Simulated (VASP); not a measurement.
An input for Ansatz (written as the equivalent of a VASP run, and not itself run):

Ansatz 0.2 input:
```yaml
crystal:
  lattice:
    - [2.9500000, 0.0000000, 0.0000000]
    - [0.0000000, 2.9500000, 0.0000000]
    - [0.0000000, 0.0000000, 2.9500000]
  atoms:
    - { symbol: Zn, position: [0.5000000, 0.5000000, 0.5000000] }
    - { symbol: Cu, position: [0.0000000, 0.0000000, 0.0000000] }
kpoints:
  mp_grid: { grid: [11, 11, 11], shift: [0.5, 0.5, 0.5] }
hamiltonian:
  xc: pbe
  pseudopotentials: { kind: paw }
scf:
  occupations: { method: gaussian, width: 0.1 }
  max_iter: 100
output: { forces: true, stress: true, eigenvalues: true }
```

Task: Write the VASP files for the same calculation (PBE).

Result: One answer among several that fit: 
POSCAR:
```
CuZn
1
    2.9500000000     0.0000000000     0.0000000000
    0.0000000000     2.9500000000     0.0000000000
    0.0000000000     0.0000000000     2.9500000000
Zn Cu
1 1
Direct
  0.5000000000   0.5000000000   0.5000000000
  0.0000000000   0.0000000000   0.0000000000
```

INCAR:
```
ISIF = 2
LCHARG = .FALSE.
GGA = PE   ! PBE
ALGO = Normal   ! blocked Davidson
LWAVE = .FALSE.
EDIFF = 1E-6
LMAXMIX = 4   ! l cut-off of mixed one-centre charges
NELM = 100   ! most electronic steps
LREAL = .FALSE.   ! projection in real space or not
ISMEAR = 0   ! Gaussian
PREC = Accurate
ENCUT = 300
LASPH = .TRUE.   ! aspherical one-centre terms
SIGMA = 0.1
SYSTEM = CuZn
```

KPOINTS:
```
Automatic mesh
0
Gamma
11 11 11
0.5 0.5 0.5
```

POTCAR, in this order: Zn Cu (PBE.64 set). Program: vasp_std.

The two are equivalent in intent, not identical: each code has its own PAW files, so the cut-off isn't converted (ENCUT is set for VASP's; basis.ecutwfc is left out, and Ansatz then takes the one that its files recommend); Ansatz stops its SCF on the density residual and VASP on the energy change (EDIFF).

The structure is a typed CuZn crystal. The cell was not relaxed at this level. The run is one of a series of settings (ISMEAR = 0 against the base run), some of them coarse on purpose.
